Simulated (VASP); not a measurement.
Here is the system:

```yaml
crystal:
  lattice:
    - [1.57362, -2.72558, 0.00000]
    - [1.57362, 2.72558, 0.00000]
    - [0.00000, 0.00000, 5.03762]
  atoms:
    - { symbol: Al, position: [0.66667, 0.33333, 0.50002] }
    - { symbol: Al, position: [0.33333, 0.66667, 0.00002] }
    - { symbol: N, position: [0.66667, 0.33333, 0.88198] }
    - { symbol: N, position: [0.33333, 0.66667, 0.38198] }
```

Level of theory: RPBE GGA, VASP's PBE PAW potentials (set 64) (plane waves; VASP 6.6.1). Settings: 520 eV cut-off, Gaussian smearing of 0.050 eV, potentials Al N.

**Question.** Give the energies of bands 3 to 11 at the high-symmetry points, in eV from the valence-band maximum.

**Answer.** 
```csv
band,Γ,M,K,A,L,H
3,-5.82,-5.30,-4.65,-3.27,-5.45,-4.72
4,-0.86,-4.07,-3.72,-3.27,-5.45,-4.72
5,-0.86,-3.25,-3.72,-0.55,-1.44,-3.73
6,-0.22,-2.04,-2.38,-0.55,-1.44,-3.73
7,-0.22,-1.72,-2.32,-0.55,-1.33,-0.79
8,0.00,-0.69,-2.32,-0.55,-1.33,-0.79
9,3.95,5.78,5.11,6.23,5.26,7.38
10,6.45,5.79,8.27,6.23,5.26,7.38
11,10.43,7.97,9.50,10.14,9.13,7.68
```

The gap is direct, 3.95 eV, from the valence maximum at Γ to the conduction minimum at Γ.

Measured: gap 6.51 eV (computed value off by -2.56 eV), as given by Martin Feneberg et al., Physical Review B (2010), doi:10.1103/physrevb.82.075208 [zero-point renormalisation of 0.417 eV (from the measured temperature dependence, row gaps:miglio2020:AlN_wz:gap_zpr, arXiv:2011.12765) added back].

The compound is AlN in the wurtzite structure. It was relaxed first.
